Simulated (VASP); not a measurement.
A convergence study with VASP on CdS (wurtzite): one setting is varied, all else stays as given below, so the limit is that of these other settings.

```
CdS
1.0
    2.07000    -3.58534     0.00000
    2.07000     3.58534     0.00000
    0.00000     0.00000     6.72000
Cd S
2 2
Direct
  0.66667   0.33333   0.50000
  0.33333   0.66667   0.00000
  0.66667   0.33333   0.87700
  0.33333   0.66667   0.37700
```

Level of theory: PBE GGA, VASP's PBE PAW potentials (set 64) (plane waves; VASP 6.6.1). The tightest run used: 550 eV cut-off, 15×15×9 Γ-centred mesh, tetrahedra with Blöchl corrections, potentials Cd S.

Task: The settings run are 3×3×2 mesh; 4×4×2 mesh; 5×5×3 mesh; 6×6×3 mesh; 7×7×4 mesh; 8×8×5 mesh; 9×9×5 mesh; 10×10×6 mesh; 11×11×6 mesh; 12×12×7 mesh; 13×13×7 mesh; 14×14×8 mesh; 15×15×9 mesh. From which on does the energy per atom stay within 0.002 eV/atom of the tightest run?

Result: From 6×6×3 mesh on: it is off by 0.0010 there and by no more than 0.002 in any finer run, while 5×5×3 mesh is off by 0.0024.
```json
[
 {"setting": "3×3×2 mesh", "E (eV/atom)": "-3.0240", "pressure (GPa)": "3.22", "irreducible k-points": "6", "difference judged (eV/atom)": "0.0402"},
 {"setting": "4×4×2 mesh", "E (eV/atom)": "-3.0553", "pressure (GPa)": "2.93", "irreducible k-points": "8", "difference judged (eV/atom)": "0.0089"},
 {"setting": "5×5×3 mesh", "E (eV/atom)": "-3.0617", "pressure (GPa)": "2.90", "irreducible k-points": "10", "difference judged (eV/atom)": "0.0024"},
 {"setting": "6×6×3 mesh", "E (eV/atom)": "-3.0632", "pressure (GPa)": "2.89", "irreducible k-points": "14", "difference judged (eV/atom)": "0.0010"},
 {"setting": "7×7×4 mesh", "E (eV/atom)": "-3.0639", "pressure (GPa)": "2.88", "irreducible k-points": "24", "difference judged (eV/atom)": "0.0002"},
 {"setting": "8×8×5 mesh", "E (eV/atom)": "-3.0641", "pressure (GPa)": "2.88", "irreducible k-points": "30", "difference judged (eV/atom)": "0.0001"},
 {"setting": "9×9×5 mesh", "E (eV/atom)": "-3.0641", "pressure (GPa)": "2.88", "irreducible k-points": "36", "difference judged (eV/atom)": "0.0000"},
 {"setting": "10×10×6 mesh", "E (eV/atom)": "-3.0641", "pressure (GPa)": "2.88", "irreducible k-points": "56", "difference judged (eV/atom)": "0.0000"},
 {"setting": "11×11×6 mesh", "E (eV/atom)": "-3.0641", "pressure (GPa)": "2.88", "irreducible k-points": "64", "difference judged (eV/atom)": "0.0000"},
 {"setting": "12×12×7 mesh", "E (eV/atom)": "-3.0641", "pressure (GPa)": "2.88", "irreducible k-points": "76", "difference judged (eV/atom)": "0.0000"},
 {"setting": "13×13×7 mesh", "E (eV/atom)": "-3.0641", "pressure (GPa)": "2.88", "irreducible k-points": "84", "difference judged (eV/atom)": "0.0000"},
 {"setting": "14×14×8 mesh", "E (eV/atom)": "-3.0641", "pressure (GPa)": "2.88", "irreducible k-points": "120", "difference judged (eV/atom)": "0.0000"},
 {"setting": "15×15×9 mesh", "E (eV/atom)": "-3.0641", "pressure (GPa)": "2.88", "irreducible k-points": "135", "difference judged (eV/atom)": "0.0000"}
]
```

Left out are rungs that failed or repeat a setting and relaxations that didn't move; long series are thinned to 24 rows.

The compound is CdS in the wurtzite structure. The cell was not relaxed at this level.
